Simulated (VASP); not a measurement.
The system is Sc3Te.

```
Sc Te
1.0
     0.00000    3.56950    3.56950
     3.56950    0.00000    3.56950
     3.56950    3.56950    0.00000
Sc Te
3 1
Cartesian
  1.7848 1.7848 1.7848
  5.3543 5.3543 5.3543
  3.5695 3.5695 3.5695
  0.0000 0.0000 0.0000
```

The cell was built by a generator and needn't be a form met in nature.

Base run:

```yaml
Program: VASP 6.6.1
Functional: PBE
Potentials_or_basis: VASP PAW PBE potentials, release 64 (Sc_sv, Te)
Cutoff: 520 eV
k_mesh: 5 × 5 × 5
Occupations: fermi-dirac, width 0.05 eV
Spin: no spin polarisation
Hubbard_terms: Sc d U = 4 eV
```

Its results: band gap on the k mesh none (metal or under the smearing width); pressure 8.0 GPa.

Question: After a change of settings the same cell gave: band gap on the k mesh none (metal or under the smearing width); pressure 6.1 GPa. Which change was it?
A. hubbard terms from Sc d U = 4 eV to none
B. hubbard terms from Sc d U = 4 eV to Sc d U = 2 eV
C. hubbard terms from Sc d U = 4 eV to Sc d U = 3 eV

Answer: C.

Caveats: U without spin polarisation on a metal has little footing; the U is typed as a test and isn't derived for this compound.

Not every run made on this cell is shown here.
